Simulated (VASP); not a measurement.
Level of theory: PBE GGA, VASP's PBE PAW potentials (set 64) (plane waves; VASP).

VASP ran on this input.

**INCAR**
```
ISMEAR = 1
ALGO = Normal   ! blocked Davidson
NELM = 100   ! most electronic steps
SYSTEM = Ni
LORBIT = 10
IBRION = 6   ! finite differences
LMAXMIX = 4
LREAL = .False.   ! projection in real space or not
LASPH = .True.   ! aspherical one-centre terms
POTIM = 0.015   ! step
LCHARG = .False.
ISIF = 3   ! ions, shape and volume
GGA = PE   ! PBE
NSW = 1   ! most ionic steps
LWAVE = .False.
NFREE = 2
PREC = Accurate
EDIFF = 1E-7   ! SCF stop (eV)
SIGMA = 0.1   ! width (eV)
ISPIN = 2   ! spin-polarised
ENCUT = 530   ! plane-wave cut-off (eV)
MAGMOM = 0.6
```

### KPOINTS
```
Automatic mesh
0
Gamma
16 16 16
0 0 0
```

POSCAR:
```
Ni
1
    0.0000000000     1.7563364750     1.7563364750
    1.7563364750    -0.0000000000     1.7563364750
    1.7563364750     1.7563364750     0.0000000000
Ni
1
Direct
  0.0000000000   0.0000000000   0.0000000000
```

POTCAR, in this order: Ni (PBE.64 set). Program: vasp_std.

Output of the run:

File OSZICAR:
```
...
DAV:   4    -0.546962272235E+01    0.24488E-02   -0.47143E-03 47559   0.751E-01    0.218E-01
DAV:   5    -0.546954450413E+01    0.78218E-04   -0.22929E-04 54491   0.195E-01    0.535E-02
DAV:   6    -0.546952673434E+01    0.17770E-04   -0.16462E-04 53015   0.160E-01    0.224E-02
DAV:   7    -0.546952802474E+01   -0.12904E-05   -0.16284E-05 49859   0.564E-02    0.122E-02
DAV:   8    -0.546952993221E+01   -0.19075E-05   -0.28909E-06 44368   0.236E-02    0.416E-03
DAV:   9    -0.546953000796E+01   -0.75756E-07   -0.29183E-07 22363   0.863E-03
   8 F= -.54695300E+01 E0= -.54696701E+01  d E =0.420219E-03  mag=     0.5932
       N       E                     dE             d eps       ncg     rms          rms(c)
DAV:   1    -0.550046234634E+01   -0.30932E-01   -0.50368E-01 44026   0.730E+00    0.131E+00
DAV:   2    -0.547592962823E+01    0.24533E-01   -0.20054E-02 44308   0.272E+00    0.638E-01
DAV:   3    -0.547013632551E+01    0.57933E-02   -0.33540E-02 43430   0.192E+00    0.187E-01
DAV:   4    -0.546963733912E+01    0.49899E-03   -0.30915E-03 50129   0.771E-01    0.717E-02
DAV:   5    -0.546954051034E+01    0.96829E-04   -0.30146E-04 48972   0.220E-01    0.380E-02
DAV:   6    -0.546952831982E+01    0.12191E-04   -0.33923E-05 52688   0.727E-02    0.174E-02
DAV:   7    -0.546952970560E+01   -0.13858E-05   -0.37076E-06 56474   0.256E-02    0.809E-03
DAV:   8    -0.546953003846E+01   -0.33286E-06   -0.69689E-07 36177   0.103E-02    0.111E-03
DAV:   9    -0.546953004679E+01   -0.83326E-08   -0.56593E-08 20799   0.342E-03
   9 F= -.54695300E+01 E0= -.54696701E+01  d E =0.420198E-03  mag=     0.5932
       N       E                     dE             d eps       ncg     rms          rms(c)
DAV:   1    -0.545135453631E+01    0.18176E-01   -0.46281E-01 43832   0.700E+00    0.810E-01
DAV:   2    -0.545435663676E+01   -0.30021E-02   -0.96035E-03 46319   0.174E+00    0.434E-01
DAV:   3    -0.546318372714E+01   -0.88271E-02   -0.13430E-02 44956   0.153E+00    0.172E-01
DAV:   4    -0.546592040903E+01   -0.27367E-02   -0.14692E-03 49480   0.609E-01    0.767E-02
DAV:   5    -0.546830270026E+01   -0.23823E-02   -0.71991E-04 48269   0.360E-01    0.412E-02
DAV:   6    -0.546938197396E+01   -0.10793E-02   -0.85145E-05 50475   0.130E-01    0.166E-02
DAV:   7    -0.546952266384E+01   -0.14069E-03   -0.36470E-06 44438   0.244E-02    0.944E-03
DAV:   8    -0.546953110168E+01   -0.84378E-05   -0.34271E-07 41741   0.953E-03    0.946E-04
DAV:   9    -0.546953146243E+01   -0.36075E-06   -0.26936E-08 20218   0.262E-03    0.396E-04
DAV:  10    -0.546953085412E+01    0.60831E-06   -0.74146E-09 20029   0.119E-03    0.194E-04
DAV:  11    -0.546953135355E+01   -0.49943E-06   -0.16119E-09 20010   0.589E-04    0.918E-05
DAV:  12    -0.546953052815E+01    0.82540E-06   -0.40738E-10 19976   0.311E-04    0.344E-05
DAV:  13    -0.546953070326E+01   -0.17511E-06   -0.10098E-10 19961   0.147E-04    0.945E-06
DAV:  14    -0.546953064454E+01    0.58714E-07   -0.31832E-11 19935   0.712E-05
  10 F= -.54695306E+01 E0= -.54696707E+01  d E =0.420203E-03  mag=     0.5932
       N       E                     dE             d eps       ncg     rms          rms(c)
DAV:   1    -0.550044617397E+01   -0.30915E-01   -0.51423E-01 44155   0.741E+00    0.131E+00
DAV:   2    -0.547593181010E+01    0.24514E-01   -0.20253E-02 43831   0.273E+00    0.638E-01
DAV:   3    -0.547014482131E+01    0.57870E-02   -0.33589E-02 43457   0.193E+00    0.188E-01
DAV:   4    -0.546964061850E+01    0.50420E-03   -0.30404E-03 49863   0.775E-01    0.719E-02
DAV:   5    -0.546954335122E+01    0.97267E-04   -0.32716E-04 48486   0.230E-01    0.388E-02
DAV:   6    -0.546952874203E+01    0.14609E-04   -0.37429E-05 53133   0.750E-02    0.175E-02
DAV:   7    -0.546953023913E+01   -0.14971E-05   -0.36528E-06 55896   0.254E-02    0.860E-03
DAV:   8    -0.546953057755E+01   -0.33843E-06   -0.76168E-07 38324   0.108E-02    0.111E-03
DAV:   9    -0.546953057979E+01   -0.22346E-08   -0.57085E-08 21032   0.345E-03
  11 F= -.54695306E+01 E0= -.54696706E+01  d E =0.420192E-03  mag=     0.5932
       N       E                     dE             d eps       ncg     rms          rms(c)
DAV:   1    -0.548673634674E+01   -0.17206E-01   -0.43727E-01 44248   0.687E+00    0.822E-01
DAV:   2    -0.547498243301E+01    0.11754E-01   -0.85456E-03 45075   0.175E+00    0.437E-01
DAV:   3    -0.547019859544E+01    0.47838E-02   -0.14018E-02 44657   0.153E+00    0.170E-01
DAV:   4    -0.546979049942E+01    0.40810E-03   -0.19068E-03 51466   0.650E-01    0.733E-02
DAV:   5    -0.546959405724E+01    0.19644E-03   -0.53118E-04 46491   0.383E-01    0.439E-02
DAV:   6    -0.546953366486E+01    0.60392E-04   -0.83426E-05 53581   0.144E-01    0.130E-02
DAV:   7    -0.546953099181E+01    0.26731E-05   -0.36418E-06 43054   0.258E-02    0.547E-03
DAV:   8    -0.546953014255E+01    0.84926E-06   -0.39645E-07 41061   0.105E-02    0.111E-03
DAV:   9    -0.546953018608E+01   -0.43529E-07   -0.20103E-08 20298   0.216E-03
  12 F= -.54695302E+01 E0= -.54696703E+01  d E =0.420231E-03  mag=     0.5932
       N       E                     dE             d eps       ncg     rms          rms(c)
DAV:   1    -0.550046704000E+01   -0.30937E-01   -0.51096E-01 44817   0.739E+00    0.131E+00
DAV:   2    -0.547592727842E+01    0.24540E-01   -0.20000E-02 43532   0.271E+00    0.638E-01
DAV:   3    -0.547013720343E+01    0.57901E-02   -0.33529E-02 43434   0.192E+00    0.188E-01
DAV:   4    -0.546963714411E+01    0.50006E-03   -0.30957E-03 50640   0.770E-01    0.722E-02
DAV:   5    -0.546954099926E+01    0.96145E-04   -0.29695E-04 48901   0.218E-01    0.382E-02
DAV:   6    -0.546952871559E+01    0.12284E-04   -0.33973E-05 53012   0.728E-02    0.175E-02
DAV:   7    -0.546953022710E+01   -0.15115E-05   -0.37518E-06 56398   0.258E-02    0.807E-03
DAV:   8    -0.546953054039E+01   -0.31329E-06   -0.67559E-07 35825   0.102E-02    0.111E-03
DAV:   9    -0.546953054291E+01   -0.25227E-08   -0.57684E-08 20738   0.344E-03
  13 F= -.54695305E+01 E0= -.54696706E+01  d E =0.420192E-03  mag=     0.5932
       N       E                     dE             d eps       ncg     rms          rms(c)
DAV:   1    -0.545053340573E+01    0.18997E-01   -0.11568E+00  5783   0.101E+01    0.520E-01
DAV:   2    -0.545846181453E+01   -0.79284E-02   -0.13365E-02  6034   0.164E+00    0.314E-01
DAV:   3    -0.546470276592E+01   -0.62410E-02   -0.44546E-03  6216   0.918E-01    0.252E-01
DAV:   4    -0.547047765200E+01   -0.57749E-02   -0.13050E-03  6974   0.377E-01    0.227E-02
DAV:   5    -0.547040705245E+01    0.70600E-04   -0.22057E-05  5703   0.565E-02    0.130E-02
DAV:   6    -0.547053176276E+01   -0.12471E-03   -0.39758E-06  5590   0.225E-02    0.395E-03
DAV:   7    -0.547051982805E+01    0.11935E-04   -0.33345E-07  5581   0.805E-03    0.851E-04
DAV:   8    -0.547051797100E+01    0.18571E-05   -0.38501E-08  2872   0.175E-03    0.294E-04
DAV:   9    -0.547051979656E+01   -0.18256E-05   -0.18248E-09  2686   0.646E-04    0.117E-04
DAV:  10    -0.547051928555E+01    0.51101E-06   -0.64564E-10  2703   0.352E-04    0.356E-05
DAV:  11    -0.547051954847E+01   -0.26292E-06   -0.93247E-11  2685   0.147E-04    0.122E-05
DAV:  12    -0.547051948195E+01    0.66520E-07   -0.22545E-11  2694   0.657E-05
  14 F= -.54705195E+01 E0= -.54706706E+01  d E =0.453347E-03  mag=     0.5934
       N       E                     dE             d eps       ncg     rms          rms(c)
DAV:   1    -0.546821918444E+01    0.23004E-02   -0.37192E+00  5517   0.176E+01    0.429E-01
DAV:   2    -0.547075497100E+01   -0.25358E-02   -0.23531E-02  5319   0.218E+00    0.232E-01
DAV:   3    -0.547077186828E+01   -0.16897E-04   -0.77710E-04  6181   0.353E-01    0.101E-01
DAV:   4    -0.547051123994E+01    0.26063E-03   -0.45696E-04  5452   0.194E-01    0.245E-02
DAV:   5    -0.547051914343E+01   -0.79035E-05   -0.32292E-05  5505   0.482E-02    0.791E-03
DAV:   6    -0.547051930904E+01   -0.16561E-06   -0.14429E-06  5724   0.115E-02    0.166E-03
DAV:   7    -0.547051938093E+01   -0.71883E-07   -0.10385E-07  5492   0.306E-03
  15 F= -.54705194E+01 E0= -.54706705E+01  d E =0.453336E-03  mag=     0.5934
```

**OUTCAR**
```
------------------------ aborting loop because EDIFF is reached ----------------------------------------
  FORCE on cell =-STRESS in cart. coord.  units (eV):
  Direction    XX          YY          ZZ          XY          YZ          ZX
  --------------------------------------------------------------------------------------
  Total        0.0409216      0.0409216      0.0409216     -0.0000000      0.0000000      0.0000000
  in kB        6.0507565      6.0507565      6.0507565     -0.0000000      0.0000000      0.0000000
  external PRESSURE =       6.0507565 kB  Pullay stress =       0.0000000 kB
  volume of cell :       10.84
      direct lattice vectors                 reciprocal lattice vectors
     0.000000000  1.756336475  1.756336475    -0.284683492  0.284683492  0.284683492
     1.756336475  0.000000000  1.756336475     0.284683492 -0.284683492  0.284683492
     1.756336475  1.756336475  0.000000000     0.284683492  0.284683492 -0.284683492
 POSITION                                       TOTAL-FORCE (eV/Angst)
 -----------------------------------------------------------------------------------
     -0.01500      0.00000      0.00000        -0.000000      0.000000     -0.000000
 -----------------------------------------------------------------------------------
    total drift:                               -0.000138      0.000000      0.000000
  FREE ENERGIE OF THE ION-ELECTRON SYSTEM (eV)
  ---------------------------------------------------
  free  energy   TOTEN  =        -5.4705193809 eV

  energy  without entropy=       -5.4709727172  energy(sigma->0) =       -5.47067049

   1 f/i=    0.000000 THz     0.000000 2PiTHz    0.000000 cm-1     0.000000 meV
             X         Y         Z           dx          dy          dz
      0.000000  0.000000  0.000000    -0.235203    0.971946    0.000000

   2 f/i=    0.000000 THz     0.000000 2PiTHz    0.000000 cm-1     0.000000 meV
             X         Y         Z           dx          dy          dz
      0.000000  0.000000  0.000000    -0.971946   -0.235203    0.000000

   3 f/i=    0.000000 THz     0.000000 2PiTHz    0.000000 cm-1     0.000000 meV
             X         Y         Z           dx          dy          dz
      0.000000  0.000000  0.000000     0.000000    0.000000    1.000000

 ELASTIC MODULI CONTR FROM IONIC RELAXATION (kBar)
 Direction    XX          YY          ZZ          XY          YZ          ZX
 --------------------------------------------------------------------------------
 XX           0.0000      0.0000      0.0000      0.0000      0.0000      0.0000
 YY           0.0000      0.0000      0.0000      0.0000      0.0000      0.0000
 ZZ           0.0000      0.0000      0.0000      0.0000      0.0000      0.0000
 XY           0.0000      0.0000      0.0000      0.0000      0.0000      0.0000
 YZ           0.0000      0.0000      0.0000      0.0000      0.0000      0.0000
 ZX           0.0000      0.0000      0.0000      0.0000      0.0000      0.0000
 --------------------------------------------------------------------------------

 TOTAL ELASTIC MODULI (kBar)
 Direction    XX          YY          ZZ          XY          YZ          ZX
 --------------------------------------------------------------------------------
 XX        2790.0472   1596.6003   1596.6003     -0.0000     -0.0000     -0.0000
 YY        1596.6003   2790.0472   1596.6003      0.0000     -0.0000      0.0000
 ZZ        1596.6003   1596.6003   2790.0472     -0.0000     -0.0000      0.0000
 XY          -0.0000      0.0000     -0.0000   1310.2880      0.0000      0.0000
 YZ          -0.0000     -0.0000     -0.0000      0.0000   1310.2880      0.0000
 ZX          -0.0000      0.0000      0.0000      0.0000      0.0000   1310.2880
 --------------------------------------------------------------------------------
```
(Selected blocks of OUTCAR.)

Finite-difference elastic constants of metals are sensitive to mesh and smearing; shear constants can be off by tens of GPa.

The compound is Ni in the fcc structure. It was relaxed first.
